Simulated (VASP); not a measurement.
The system is AgB2.

```
CELL_PARAMETERS angstrom
3.00000 0.00000 0.00000
-1.50000 2.59808 0.00000
0.00000 0.00000 3.24000
ATOMIC_POSITIONS crystal
Ag 0.00000 0.00000 0.00000
B 0.66667 0.33333 0.50000
B 0.33333 0.66667 0.50000
```

```yaml
Program: VASP 6.6.1
Task: relaxation of cell and atoms
Functional: LDA
Potentials_or_basis: VASP PAW LDA potentials, release 64 (Ag, B)
Cutoff: 600 eV
k_mesh: 10 × 10 × 8
Occupations: tetrahedron
Spin: no spin polarisation
```

At the start: pressure 40.3 GPa; volume 8.42 Å³/atom.

Q: Where does the relaxation end?

A: Over 10 steps the energy falls by 286.8 meV/atom and the volume is 10.02 Å³/atom (+19.0 %); space group P6/mmm (No. 191, to 0.05 Å).

The path:
```
step  energy change (eV)  largest force (eV/Å)  pressure (GPa)  volume (Å³)
   1              0.0000                0.0000           40.31        25.25
   2             -0.3914                0.0000          -19.52        33.76
   3             -0.5950                0.0000           -4.31        30.12
   4             -0.7976                0.0000           -2.19        30.04
   5             -0.8571                0.0000            0.33        29.92
   6             -0.8597                0.0000            1.24        29.88
   7             -0.8596                0.0000            0.98        29.88
   8             -0.8602                0.0000           -0.65        30.17
   9             -0.8603                0.0000           -0.22        30.08
  10             -0.8603                0.0000           -0.10        30.06
```

Final structure:
```yaml
crystal:
  lattice:
    - [2.98429, 0.00000, 0.00000]
    - [-1.49215, 2.58447, 0.00000]
    - [0.00000, 0.00000, 3.89781]
  atoms:
    - { symbol: Ag, position: [0.00000, 0.00000, 0.00000] }
    - { symbol: B, position: [0.66667, 0.33333, 0.50000] }
    - { symbol: B, position: [0.33333, 0.66667, 0.50000] }
```

Caveat: the volume moved by over 15 % at a fixed basis, so the end points are rough; tetrahedron occupations give inexact forces and stress in metals.
